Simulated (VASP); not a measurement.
# Ga11CuP12 (a cell with a defect) in VASP: single point with PBEsol

Aim: the single point of Ga11CuP12 (a cell with a defect) with PBEsol.

Everything below comes from runs of VASP 6.6.1. Logs are shortened: lines on timing, memory, paths and dates and some standing lists are left out, and cuts for length are marked.

**1. Starting point**

The cell holds a defect, 24 atoms: a = 11.562 Å, b = 7.708 Å, c = 7.708 Å, α = 60.00°, β = 60.00°, γ = 60.00°.

**2. Single point, PBEsol, collinear spin, ferromagnetic start**

The input, INCAR:

```
SYSTEM = Ga11CuP12
ALGO     = Normal         ! electronic algorithm
EDIFF    = 1E-5           ! SCF threshold, eV
ENCUT    = 350            ! plane-wave cutoff, eV
GGA      = PS             ! functional
ISIF     = 2              ! what is computed and relaxed
ISMEAR   = 0              ! smearing method
ISPIN    = 2              ! spin polarisation
ISYM     = 0            
KPAR     = 2            
LASPH    = .True.         ! aspherical terms in the spheres
LCHARG   = .False.        ! write CHGCAR
LMAXMIX  = 4              ! l up to which the mixer works
LORBIT   = 11             ! projections on sites
LREAL    = Auto         
LWAVE    = .False.        ! write WAVECAR
MAGMOM   = 2 0 0 0 0 0 0 0 0 0 0 0 0 0 0 0 0 0 0 0 0 0 0 0 ! initial moments
NBANDS   = 129            ! bands
NELM     = 120            ! most SCF steps
NUPDOWN  = 2              ! fixed moment
PREC     = Accurate       ! precision mode
SIGMA    = 0.03           ! smearing width, eV
```

The input, KPOINTS:

```
k-points
0
Gamma
  2 2 2
  0 0 0
```

The input, POSCAR:

```
Ga11CuP12                               
1.0
    0.0000000000      8.1757500000      8.1757500000
    5.4505000000      0.0000000000      5.4505000000
    5.4505000000      5.4505000000      0.0000000000
  Cu              Ga              P             
     1    11    12
Direct
     0.9985365811390715    0.0006550261406407    0.0013206874077931
     0.0019460405873064    0.0024892818739523    0.4975110340615031
     0.0006784374349500    0.4992132746260755    0.0019046915452284
     0.0003769875593564    0.4986322795254134    0.4990607266311593
     0.3293333867264717    0.0018280038390721    0.0028010201584559
     0.3287170009268871    0.0017708273296045    0.5027135693112896
     0.3285737942107487    0.5026755517955601    0.0018750149981345
     0.3304926501841765    0.4994170993003335    0.5021940036407014
     0.6672303057892268    0.9999638975439791    0.0039933331297154
     0.6669718586819339    0.9985379244245189    0.4990837732526233
     0.6661281126133142    0.4930532360810041    0.0053930188661806
     0.6655458647745089    0.4975455577425451    0.5028845617318241
     0.0800252334888398    0.1227182284377579    0.1212335519755435
     0.0801970593110119    0.1220725142984197    0.6366707376911324
     0.0798525762104771    0.6360411476313523    0.1225133259334056
     0.0811782447857478    0.6265311594531286    0.6260373720077936
     0.4160309705399513    0.1256830708753819    0.1259855785338191
     0.4162553802224979    0.1235348846970921    0.6262555315323117
     0.4152985559442884    0.6249084096783957    0.1261954648208143
     0.4156417301426909    0.6247618763503365    0.6254446565976109
     0.7578725160787786    0.1182159081225841    0.1242089552952163
     0.7507071085417029    0.1219662075871482    0.6270086048108165
     0.7496924434204338    0.6230567355713712    0.1270899393707215
     0.7495271606856353    0.6220698970743365    0.6282338466961916
```

Potentials or basis: VASP PAW PBE potentials, release 64 (Cu, Ga_d, P).

Run with:

```sh
$ cat potpaw_PBE.64/Cu/POTCAR potpaw_PBE.64/Ga_d/POTCAR potpaw_PBE.64/P/POTCAR > POTCAR
$ mpirun -np 4 vasp_std > vasp.out
```

OUTCAR:

```text
SYSTEM = Ga11CuP12
   EDIFF = 1E-5
   ENCUT = 350
   GGA = PS
   ISIF = 2
   ISMEAR = 0
   ISPIN = 2
   ISYM = 0
   LASPH = .True.
   LORBIT = 11
   LREAL = Auto
   NELM = 120
   NUPDOWN = 2
   PREC = Accurate

 ion  position               nearest neighbor table
   1  0.999  0.001  0.001-  21 2.27  13 2.29  15 2.29  14 2.30
   2  0.002  0.002  0.498-  16 2.37  14 2.37  13 2.37  22 2.37
   3  0.001  0.499  0.002-  16 2.37  15 2.37  23 2.37  13 2.37
   4  0.000  0.499  0.499-  16 2.37  24 2.37  15 2.37  14 2.37
   5  0.329  0.002  0.003-  13 2.35  18 2.37  19 2.37  17 2.37
   6  0.329  0.002  0.503-  14 2.35  18 2.37  17 2.37  20 2.37
[... 16 lines left out ...]
  23  0.750  0.623  0.127-  12 2.37   3 2.37   9 2.37  11 2.37
  24  0.750  0.622  0.628-  12 2.37   4 2.37  10 2.37  11 2.37

IMPORTANT INFORMATION: All symmetrisations will be switched off!
NOSYMM: (Re-)initialisation of all symmetry stuff for point group C_1.

----------------------------------------------------------------------------------------

                                     Primitive cell

  volume of cell :     485.7695

  direct lattice vectors                    reciprocal lattice vectors
     0.000000000  8.175750000  8.175750000    -0.061156469  0.061156469  0.061156469
     5.450500000  0.000000000  5.450500000     0.091734703 -0.091734703  0.091734703
     5.450500000  5.450500000  0.000000000     0.091734703  0.091734703 -0.091734703

  length of vectors
    11.562256533  7.708171022  7.708171022     0.105926111  0.158889167  0.158889167

  position of ions in fractional coordinates (direct lattice)
     0.998536581  0.000655026  0.001320687
     0.001946041  0.002489282  0.497511034
     0.000678437  0.499213275  0.001904692
     0.000376988  0.498632280  0.499060727
     0.329333387  0.001828004  0.002801020
     0.328717001  0.001770827  0.502713569
[... 16 lines left out ...]
     0.749692443  0.623056736  0.127089939
     0.749527161  0.622069897  0.628233847

  ion indices of the primitive-cell ions
   primitive index   ion index
                 1           1
                 2           2
                 3           3
                 4           4
                 5           5
                 6           6
[... 16 lines left out ...]
                23          23
                24          24

----------------------------------------------------------------------------------------

 KPOINTS: k-points

[... 90 lines left out ...]

 Free energy of the ion-electron system (eV)
  ---------------------------------------------------
  ext. energy  EPLUGINS =         0.00000000
  ---------------------------------------------------
  free energy    TOTEN  =      -117.22489688 eV

  energy without entropy =     -117.22472660  energy(sigma->0) =     -117.22481174

 E-fermi :   4.1229     XC(G=0): -10.0002

 val. band max:        4.8081967944   @ k =   0.0000   0.0000   0.0000
 cond. band min:       4.1741948851   @ k =   0.5000   0.0000   0.0000
 fundamental gap:     -0.6340019092
 Fermi energy:         4.9828602269

 spin component 1

 k-point     1 :       0.0000    0.0000    0.0000
  band No.  band energies     occupation
      1     -10.1930      1.00000
      2     -10.1897      1.00000
      3     -10.1894      1.00000
      4     -10.1726      1.00000
      5     -10.1683      1.00000
      6     -10.1570      1.00000
[... 965 lines left out ...]
    118       8.1312      0.00000
    119       8.3783      0.00000
 Fermi energy:         4.1228868249

 spin component 2

 k-point     1 :       0.0000    0.0000    0.0000
  band No.  band energies     occupation
      1     -10.1860      1.00000
      2     -10.1823      1.00000
      3     -10.1811      1.00000
      4     -10.1655      1.00000
      5     -10.1607      1.00000
      6     -10.1469      1.00000
[... 965 lines left out ...]
    118       8.2075      0.00000
    119       8.4366      0.00000
 [bands above 119 left out]

------------------------ aborting loop because EDIFF is reached ----------------------------------------

  FORCE on cell =-STRESS in cart. coord.  units (eV):
  Direction    XX          YY          ZZ          XY          YZ          ZX
  --------------------------------------------------------------------------------------
  -------------------------------------------------------------------------------------
  Total       -4.9533097     -4.8957915     -4.8534092      0.1016044     -0.0333529      0.0829373
  in kB      -16.3371306    -16.1474225    -16.0076361      0.3351143     -0.1100054      0.2735460
  external PRESSURE =     -16.1640631 kB  Pullay stress =       0.0000000 kB

 VOLUME and BASIS-vectors are now :
 -----------------------------------------------------------------------------
  energy-cutoff  :      350.00
  volume of cell :      485.77
      direct lattice vectors                 reciprocal lattice vectors
     0.000000000  8.175750000  8.175750000    -0.061156469  0.061156469  0.061156469
     5.450500000  0.000000000  5.450500000     0.091734703 -0.091734703  0.091734703
     5.450500000  5.450500000  0.000000000     0.091734703  0.091734703 -0.091734703

 POSITION                                       TOTAL-FORCE (eV/Angst)
 -----------------------------------------------------------------------------------
      0.01077      8.17098      8.16736        -0.002215      0.009216      0.008141
      2.72525      2.72759      0.02948         0.001243      0.000604     -0.036006
      2.73134      0.01593      2.72651        -0.011863     -0.000346     -0.005493
      5.43793      2.72321      2.72088         0.002877      0.012035     -0.001986
      0.02523      2.70781      2.70251        -0.012714      0.011248      0.002224
      2.74969      5.42755      2.69716        -0.009952      0.011188      0.008649
[... 16 lines left out ...]
      4.08867      6.82200      9.52527        -0.002402     -0.013291      0.006332
      6.81478      9.55214      9.51854         0.005065      0.003520      0.011543
 -----------------------------------------------------------------------------------
    total drift:                                0.003657      0.003635     -0.012112

  FREE ENERGIE OF THE ION-ELECTRON SYSTEM (eV)
  ---------------------------------------------------
  free  energy   TOTEN  =      -117.2248968848 eV

  energy  without entropy=     -117.2247265972  energy(sigma->0) =     -117.22481174

 total charge

# of ion       s       p       d       tot
------------------------------------------
    1        0.470   0.466   9.111  10.046
    2        0.866   0.839  10.007  11.711
    3        0.866   0.840  10.007  11.712
    4        0.865   0.839  10.007  11.711
    5        0.865   0.844  10.007  11.716
    6        0.863   0.849  10.007  11.719
[... 16 lines left out ...]
   23        1.016   1.505   0.000   2.520
   24        1.015   1.506   0.000   2.521
--------------------------------------------------
tot         22.198  27.674 119.192 169.065

 magnetization (x)

# of ion       s       p       d       tot
------------------------------------------
    1       -0.002   0.066   0.235   0.299
    2       -0.002   0.015   0.008   0.021
    3       -0.002   0.015   0.008   0.021
    4       -0.003   0.014   0.008   0.019
    5       -0.003   0.012   0.008   0.017
    6       -0.001   0.006   0.007   0.012
[... 16 lines left out ...]
   23        0.001   0.030   0.000   0.031
   24        0.001   0.026   0.000   0.027
--------------------------------------------------
tot          0.010   0.933   0.307   1.250
```

stdout:

```text
POSCAR found type information on POSCAR CuGaP
 POSCAR found :  3 types and      24 ions
 scaLAPACK will be used
 -----------------------------------------------------------------------------
|                                                                             |
|                                                                             |
|     You enforced a specific xc type in the INCAR file but a different       |
[... 20 lines left out ...]
 -----------------------------------------------------------------------------

 POSCAR, INCAR and KPOINTS ok, starting setup
 FFT: planning ... GRIDC
 FFT: planning ... GRID_SOFT
 FFT: planning ... GRID
 WAVECAR not read
 entering main loop
```

Wall time 10 min (4 MPI ranks of Intel Xeon Platinum 8488C (Sapphire Rapids), shared host); peak memory 0.47 GiB.

What came out:

```
Free energy                                           : -117.2249 eV
Pressure                                              : -1.6 GPa
Largest force                                         : 0.041 eV/Å
Net moment                                            : 2.00 μB per cell
Site moments                                          : Cu +0.30; Ga +0.02, +0.01; P +0.15, +0.14, +0.01, +0.07, +0.04, +0.02, +0.10, +0.03 μB
Valence electrons inside the program's atomic spheres : Cu 10.05; Ga 11.71, 11.72; P 2.49, 2.53, 2.52, 2.50
```

Forces on the atoms (eV/Å):
```
Cu  -0.002  0.009  0.008
Ga   0.001  0.001 -0.036
Ga  -0.012  0.000 -0.005
Ga   0.003  0.012 -0.002
Ga  -0.013  0.011  0.002
Ga  -0.010  0.011  0.009
Ga   0.005  0.019 -0.013
Ga   0.004  0.002  0.021
Ga  -0.022 -0.015 -0.018
Ga   0.015 -0.007 -0.008
Ga   0.009 -0.029  0.027
Ga   0.010 -0.009  0.012
P   -0.029 -0.004 -0.023
P    0.016  0.021 -0.017
P    0.021 -0.016  0.019
P   -0.013  0.012 -0.001
P   -0.006  0.002 -0.005
P    0.011 -0.003 -0.005
P   -0.005  0.006  0.007
P    0.011  0.003 -0.005
P   -0.001 -0.011  0.019
P    0.007 -0.005 -0.005
P   -0.002 -0.013  0.006
P    0.005  0.004  0.012
```

Caveat: the k mesh is coarse (spacing up to 0.50 Å⁻¹), so the values aren't converged; the cutoff is under 1.25 times the usual one of these potentials, so pressure, stress and relaxed cells hold a basis-set (Pulay) error; the PAW data sets were made with another functional, which shifts forces and pressure a little; the total moment is fixed, so each spin has its own Fermi level.
